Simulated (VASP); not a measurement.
# Na3AlO3 (P-1) in VASP: single point with PBE

Aim: the single point of Na3AlO3 with PBE.

All numbers are computed with VASP 6.6.1; they aren't measurements. Logs are shortened: lines on timing, memory, paths and dates and some standing lists are left out, and cuts for length are marked.

## 1. The structure

The typed cell holds 14 atoms: a = 5.591 Å, b = 5.839 Å, c = 6.614 Å, α = 78.65°, β = 87.28°, γ = 68.06°.

The cell was built by a generator and needn't be a form met in nature.

## 2. Single point, PBE

File INCAR:

```
SYSTEM = Na3AlO3
ALGO = Fast
EDIFF = 1E-5
ENCUT = 520
GGA = PE
ISIF = 2
ISMEAR = 0
LASPH = .True.
LCHARG = .False.
LREAL = Auto
LWAVE = .False.
NELM = 80
PREC = Normal
SIGMA = 0.05
```

File KPOINTS:

```
k-points
0
Gamma
  4 3 3
  0 0 0
```

File POSCAR:

```
Na3AlO3
1.0
    5.5907480000      0.0000000000      0.0000000000
    2.1818670000      5.4163760000      0.0000000000
    0.3141150000      1.2768200000      6.4819460000
Na Al O
6 2 6
Direct
    0.0103380000      0.7357280000      0.5533640000
    0.9896620000      0.2642720000      0.4466360000
    0.0276270000      0.2575920000      0.9104570000
    0.9723730000      0.7424080000      0.0895430000
    0.5055020000      0.7929850000      0.3549450000
    0.4944980000      0.2070150000      0.6450550000
    0.5113200000      0.3569330000      0.1783800000
    0.4886800000      0.6430670000      0.8216200000
    0.2699460000      0.4709270000      0.3527050000
    0.7601270000      0.0685920000      0.2809440000
    0.6456450000      0.5981360000      0.0706750000
    0.2398730000      0.9314080000      0.7190560000
    0.7300540000      0.5290730000      0.6472950000
    0.3543550000      0.4018640000      0.9293250000
```

Potentials or basis: VASP PAW PBE potentials, release 64 (Na_pv, Al, O).

Started as:

```
cat potpaw_PBE.64/Na_pv/POTCAR potpaw_PBE.64/Al/POTCAR potpaw_PBE.64/O/POTCAR > POTCAR
mpirun -np 1 vasp_std > vasp.out
```

OUTCAR:

```text
SYSTEM = Na3AlO3
   EDIFF = 1E-5
   ENCUT = 520
   GGA = PE
   ISIF = 2
   ISMEAR = 0
   LASPH = .True.
   LREAL = Auto
   NELM = 80
   PREC = Normal

 ion  position               nearest neighbor table
   1  0.010  0.736  0.553-   9 2.28  13 2.31
   2  0.990  0.264  0.447-  13 2.28   9 2.31
   3  0.028  0.258  0.910-  14 2.30  13 2.35   8 3.01
   4  0.972  0.742  0.090-  11 2.30   9 2.35   7 3.01
   5  0.506  0.793  0.355-  13 2.30  11 2.34   7 2.99   8 3.05
   6  0.494  0.207  0.645-   9 2.30  14 2.34   8 2.99   7 3.05
   7  0.511  0.357  0.178-   9 1.75  10 1.77  14 1.83  11 1.84   8 2.59   5 2.99   4 3.01   6 3.05

   8  0.489  0.643  0.822-  13 1.75  12 1.77  11 1.83  14 1.84   7 2.59   6 2.99   3 3.01   5 3.05

   9  0.270  0.471  0.353-   7 1.75   1 2.28   6 2.30   2 2.31   4 2.35
  10  0.760  0.069  0.281-   7 1.77
  11  0.646  0.598  0.071-   8 1.83   7 1.84   4 2.30   5 2.34
  12  0.240  0.931  0.719-   8 1.77
  13  0.730  0.529  0.647-   8 1.75   2 2.28   5 2.30   1 2.31   3 2.35
  14  0.354  0.402  0.929-   7 1.83   8 1.84   3 2.30   6 2.34

  LATTYP: Found a triclinic cell.
 ALAT       =     5.8393212430
 B/A-ratio  =     1.9949775788
 C/A-ratio  =     2.8341579869
 COS(alpha) =     0.0044885072
 COS(beta)  =     0.6839459983
 COS(gamma) =     0.7114535543

  Lattice vectors:

 A1 = (  -2.1818670000,  -5.4163760000,   0.0000000000)
 A2 = (   1.5411290000,  -9.5559320000,   6.4819460000)
 A3 = ( -13.6774780000,  -6.6931960000,  -6.4819460000)

Analysis of symmetry for initial positions (statically):
=====================================================================
 Subroutine PRICEL returns:
 Original cell was already a primitive cell.

 Routine SETGRP: Setting up the symmetry group for a
 triclinic supercell.

 Subroutine GETGRP returns: Found  2 space group operations
 (whereof  2 operations were pure point group operations)
 out of a pool of  2 trial point group operations.

The static configuration has the point symmetry S_2 .

Analysis of symmetry for dynamics (positions and initial velocities):
=====================================================================
 Subroutine PRICEL returns:
 Original cell was already a primitive cell.

 Routine SETGRP: Setting up the symmetry group for a
 triclinic supercell.

 Subroutine GETGRP returns: Found  2 space group operations
 (whereof  2 operations were pure point group operations)
 out of a pool of  2 trial point group operations.

The dynamic configuration has the point symmetry S_2 .

 Subroutine INISYM returns: Found  2 space group operations
 (whereof  2 operations are pure point group operations),
 and found     1 'primitive' translations

----------------------------------------------------------------------------------------

                                     Primitive cell

  volume of cell :     196.2837

  direct lattice vectors                    reciprocal lattice vectors
     5.590748000  0.000000000  0.000000000     0.178866942 -0.072052583  0.005525098
     2.181867000  5.416376000  0.000000000     0.000000000  0.184625292 -0.036367669
     0.314115000  1.276820000  6.481946000     0.000000000  0.000000000  0.154274658

  length of vectors
     5.590748000  5.839321243  6.613967152     0.192913153  0.188173074  0.154274658

  position of ions in fractional coordinates (direct lattice)
     0.010338000  0.735728000  0.553364000
     0.989662000  0.264272000  0.446636000
     0.027627000  0.257592000  0.910457000
     0.972373000  0.742408000  0.089543000
     0.505502000  0.792985000  0.354945000
     0.494498000  0.207015000  0.645055000
     0.511320000  0.356933000  0.178380000
     0.488680000  0.643067000  0.821620000
     0.269946000  0.470927000  0.352705000
     0.760127000  0.068592000  0.280944000
     0.645645000  0.598136000  0.070675000
     0.239873000  0.931408000  0.719056000
     0.730054000  0.529073000  0.647295000
     0.354355000  0.401864000  0.929325000

  ion indices of the primitive-cell ions
   primitive index   ion index
                 1           1
                 2           2
                 3           3
                 4           4
                 5           5
                 6           6
                 7           7
                 8           8
                 9           9
                10          10
                11          11
                12          12
                13          13
                14          14

----------------------------------------------------------------------------------------

 KPOINTS: k-points

Automatic generation of k-mesh.
 Grid dimensions read from file:
 generate k-points for:    4    3    3

 Generating k-lattice:

  Cartesian coordinates                     Fractional coordinates (reciprocal lattice)
     0.044716736 -0.018013146  0.001381275     0.250000000  0.000000000 -0.000000000
     0.000000000  0.061541764 -0.012122556     0.000000000  0.333333333  0.000000000
     0.000000000  0.000000000  0.051424886     0.000000000  0.000000000  0.333333333

  Length of vectors
     0.048228288  0.062724358  0.051424886

  Shift w.r.t. Gamma in fractional coordinates (k-lattice)
     0.000000000  0.000000000  0.000000000

 Subroutine IBZKPT returns following result:
 ===========================================

 Found     19 irreducible k-points:

 Following reciprocal coordinates:
            Coordinates               Weight
  0.000000  0.000000  0.000000      1.000000
  0.250000  0.000000 -0.000000      2.000000
  0.500000  0.000000 -0.000000      1.000000
  0.000000  0.333333 -0.000000      2.000000
  0.250000  0.333333 -0.000000      2.000000
  0.500000  0.333333  0.000000      2.000000
[... 11 lines left out ...]
  0.500000 -0.333333  0.333333      2.000000
 -0.250000 -0.333333  0.333333      2.000000
   k-points           NKPTS =     19   k-points in BZ     NKDIM =     19   number of bands    NBANDS=     50
   number of dos      NEDOS =    301   number of ions     NIONS =     14
   total plane-waves  NPLWV =  46080
   dimension x,y,z NGX =    32 NGY =   36 NGZ =   40
   dimension x,y,z NGXF=    64 NGYF=   72 NGZF=   80
   ions per type =               6   2   6
   NGX,Y,Z   is equivalent  to a cutoff of   9.52, 10.25, 10.05 a.u.
   NGXF,Y,Z  is equivalent  to a cutoff of  19.03, 20.50, 20.11 a.u.
 SYSTEM =  Na3AlO3
   PREC   = normal    normal or accurate (medium, high low for compatibility)
   ISTART =      0    job   : 0-new  1-cont  2-samecut
   ICHARG =      2    charge: 1-file 2-atom 10-const
   ISPIN  =      1    spin polarized calculation?
   LNONCOLLINEAR =      F non collinear calculations
   LSORBIT =      F    spin-orbit coupling
   LASPH  =      T    aspherical Exc in radial PAW
   ENCUT  =  520.0 eV  38.22 Ry    6.18 a.u.  10.40 10.86 12.30*2*pi/ulx,y,z
   NELM   =     80;   NELMIN=  2; NELMDL= -5     # of ELM steps
   EDIFF  = 0.1E-04   stopping-criterion for ELM
   LREAL  =      T    real-space projection
   EDIFFG = 0.1E-03   stopping-criterion for IOM
   NSW    =      0    number of steps for IOM
   IBRION =     -1    ionic relax: 0-MD 1-quasi-New 2-CG
   NFREE  =      0    steps in history (QN), initial steepest desc. (CG)
   ISIF   =      2    stress and relaxation
   ISYM   =      2    0-nonsym 1-usesym 2-fastsym
   POTIM  = 0.5000    time-step for ionic-motion
   TEBEG  =    0.0;   TEEND  =   0.0 temperature during run
   PSTRESS=    0.0 pullay stress
   NELECT =      84.0000    total number of electrons
   NUPDOWN=      -1.0000    fix difference up-down
   EMIN   =  10.00;   EMAX   =-10.00  energy-range for DOS
   EFERMI =   0.00;   METHOD = LEGACY
   ISMEAR =     0;   SIGMA  =   0.05  broadening in eV -4-tet -1-fermi 0-gaus
   EFERMI_NEDOS =   21; number of points for ismear=-14 and -15
   IALGO  =     68    algorithm
   IMIX   =      4    mixing-type and parameters
     AMIX     =   0.40;   BMIX     =  1.00
     AMIX_MAG =   1.60;   BMIX_MAG =  1.00
  volume/ion in A,a.u.               =      14.02        94.61
  Fermi-wavevector in a.u.,A,eV,Ry     =   1.233691  2.331339 20.707993  1.521995
  Thomas-Fermi vector in A             =   2.368412
   LORBIT       =      0    0 simple, 1 ext, 2 COOP (PROOUT), +10 PAW based schemes
   GGA     = PE    functional components
   LHFCALC =     F    Hartree Fock is set to
   AEXX    =    0.0000 exact exchange contribution
   IVDW    =     0    specifies the selected vdW correction
   LEPSILON=     F    determine dielectric tensor
   LRPA    =     F    only Hartree local field effects (RPA)
 non-spin polarized calculation
 RMM-DIIS sequential band-by-band and
 Gauss-broadening in eV      SIGMA  =   0.05
  energy-cutoff  :      520.00
  volume of cell :      196.28
 maximum number of plane-waves:      5303
   NGX = 21   NGY = 21   NGZ = 25

 number of electron      83.9999947 magnetization

 Free energy of the ion-electron system (eV)
  ---------------------------------------------------
  ext. energy  EPLUGINS =         0.00000000
  ---------------------------------------------------
  free energy    TOTEN  =       -73.25783720 eV

  energy without entropy =      -73.25783720  energy(sigma->0) =      -73.25783720

 E-fermi :   1.2231     XC(G=0):  -8.8620

 val. band max:        0.9240525082   @ k =   0.2500   0.3333  -0.0000
 cond. band min:       3.3347191456   @ k =   0.0000   0.0000   0.0000
 fundamental gap:      2.4106666373
 Fermi energy:         1.2231295409

 k-point     1 :       0.0000    0.0000    0.0000
  band No.  band energies     occupation
      1     -20.9551      2.00000
      2     -20.9535      2.00000
      3     -20.8972      2.00000
      4     -20.8839      2.00000
      5     -20.8669      2.00000
      6     -20.8507      2.00000
[... 42 lines left out ...]
     49       9.5078      0.00000
     50      10.3057      0.00000
[... 952 lines left out ...]
     49       9.3362      0.00000
     50       9.6718      0.00000

------------------------ aborting loop because EDIFF is reached ----------------------------------------

  FORCE on cell =-STRESS in cart. coord.  units (eV):
  Direction    XX          YY          ZZ          XY          YZ          ZX
  --------------------------------------------------------------------------------------
  -------------------------------------------------------------------------------------
  Total       -0.0304974      0.0128412      0.0239964      0.0145429      0.0038314     -0.0332662
  in kB       -0.2489370      0.1048167      0.1958719      0.1187076      0.0312742     -0.2715377
  external PRESSURE =       0.0172505 kB  Pullay stress =       0.0000000 kB

 VOLUME and BASIS-vectors are now :
 -----------------------------------------------------------------------------
  energy-cutoff  :      520.00
  volume of cell :      196.28
      direct lattice vectors                 reciprocal lattice vectors
     5.590748000  0.000000000  0.000000000     0.178866942 -0.072052583  0.005525098
     2.181867000  5.416376000  0.000000000     0.000000000  0.184625292 -0.036367669
     0.314115000  1.276820000  6.481946000     0.000000000  0.000000000  0.154274658

 POSITION                                       TOTAL-FORCE (eV/Angst)
 -----------------------------------------------------------------------------------
      1.83688      4.69153      3.58688         0.003070      0.002101     -0.007640
      6.24985      2.00167      2.89507        -0.003070     -0.002101      0.007640
      1.00248      2.55770      5.90153         0.000795      0.004756      0.002307
      7.08425      4.13549      0.58041        -0.000795     -0.004756     -0.002307
      4.66782      4.74831      2.30073         0.000683     -0.005494      0.006094
      3.41891      1.94489      4.18121        -0.000683      0.005494     -0.006094
      3.69347      2.16104      1.15625        -0.000030      0.015295     -0.002900
      4.39326      4.53215      5.32570         0.000030     -0.015295      0.002900
      2.64749      3.00106      2.28621         0.004221      0.003914     -0.005691
      4.48759      0.73023      1.82106        -0.005640      0.001296      0.000604
      4.93689      3.32997      0.45811         0.006533      0.000222     -0.004366
      3.59914      5.96296      4.66088         0.005640     -0.001296     -0.000604
      5.43924      3.69214      4.19573        -0.004221     -0.003914      0.005691
      3.14984      3.36323      6.02383        -0.006533     -0.000222      0.004366
 -----------------------------------------------------------------------------------
    total drift:                                0.000000      0.000000     -0.000000

  FREE ENERGIE OF THE ION-ELECTRON SYSTEM (eV)
  ---------------------------------------------------
  free  energy   TOTEN  =       -73.2578371982 eV

  energy  without entropy=      -73.2578371982  energy(sigma->0) =      -73.25783720
```

Run time: 55 s. Hardware: 1 thread of Intel Xeon 6975P-C (Granite Rapids), shared host; peak memory 0.27 GiB.

What came out:

- Free energy: -73.2578 eV
- Pressure: 0.0 GPa
- Largest force: 0.016 eV/Å
- Band gap on the k mesh: 2.41 eV, indirect (least direct gap 2.51 eV)

Forces in eV/Å, atoms in the order of the input:
```
Na   0.003  0.002 -0.008
Na  -0.003 -0.002  0.008
Na   0.001  0.005  0.002
Na  -0.001 -0.005 -0.002
Na   0.001 -0.005  0.006
Na  -0.001  0.005 -0.006
Al   0.000  0.015 -0.003
Al   0.000 -0.015  0.003
O    0.004  0.004 -0.006
O   -0.006  0.001  0.001
O    0.007  0.000 -0.004
O    0.006 -0.001 -0.001
O   -0.004 -0.004  0.006
O   -0.007  0.000  0.004
```

Caveat: an odd mesh through Γ misses points on the zone boundary, where band edges often lie.
